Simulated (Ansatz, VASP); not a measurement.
Al3B2P in VASP and in Ansatz

Contents of INCAR:

```
PREC = Accurate ; ENCUT = 520
EDIFF = 1E-7 ; ISMEAR = 0
SIGMA = 0.1 ; LREAL = False
LASPH = True ; NELM = 80
ALGO = Normal ; ISIF = 2
LWAVE = False ; LCHARG = False
GGA = PE ; NBANDS = 19
```

File KPOINTS:

```
Automatic mesh
0
Gamma
  4 4 4
```

POSCAR

```
Al3B2P
1.0
    3.1639380100     -3.5829970800      0.0000000000
    3.1639380100      3.5829970800      0.0000000000
    0.0000000000      0.0000000000      4.1670906200
Al B P
3 2 1
Direct
    0.8462198700      0.1537801300      0.5000000000
    0.1537801300      0.8462198700      0.5000000000
    0.5000000000      0.5000000000      0.5000000000
    0.0000000000      0.5000000000      0.5000000000
    0.5000000000      0.0000000000      0.5000000000
    0.0000000000      0.0000000000      0.0000000000
```

Input for Ansatz:

```yaml
crystal:
  lattice:
    - [3.16393801, -3.58299708, 0.0]
    - [3.16393801, 3.58299708, 0.0]
    - [0.0, 0.0, 4.16709062]
  atoms:
    - { symbol: Al, position: [0.84621987, 0.15378013, 0.5] }
    - { symbol: Al, position: [0.15378013, 0.84621987, 0.5] }
    - { symbol: Al, position: [0.5, 0.5, 0.5] }
    - { symbol: B, position: [0.0, 0.5, 0.5] }
    - { symbol: B, position: [0.5, 0.0, 0.5] }
    - { symbol: P, position: [0.0, 0.0, 0.0] }
basis:
  ecutwfc: 420
kpoints:
  mp_grid: { grid: [4, 4, 4] }
hamiltonian:
  xc: pbe
scf:
  occupations: { method: gaussian, width: 0.1 }
  lower_state_search: "off"
output:
  forces: true
  stress: true
  eigenvalues: true
```

Alike in both runs: task single point; functional PBE; k mesh 4 × 4 × 4; occupations gaussian, width 0.1 eV; no spin polarisation.

|  | VASP | Ansatz |
| --- | --- | --- |
| version | VASP 6.6.1 | Ansatz 0.2.0 |
| potentials or method | VASP PAW PBE potentials, release 64 (Al, B, P) | scalar-relativistic, plane waves, PAW |
| plane-wave cutoff (eV) | 520 | 420 |
| valence electrons in the cell | 20 | 20 |

Ansatz gave:

```
gap on the k mesh at the Fermi level (eV) : none
rms of the force components (eV/Å)        : 0.502
```

Q: What did VASP give for the same quantities?

A: gap on the k mesh at the Fermi level (eV): none; rms of the force components (eV/Å): 0.511.

Atom by atom the forces differ by 0.008 eV/Å (rms over components). A gap of «none» marks a metal or a gap that the smearing closes.

Caveats: the k mesh is coarse (spacing up to 0.38 Å⁻¹), so the values aren't converged; forces of over 1 eV/Å show positions far from the minimum, so gaps and moduli don't describe the material at rest.
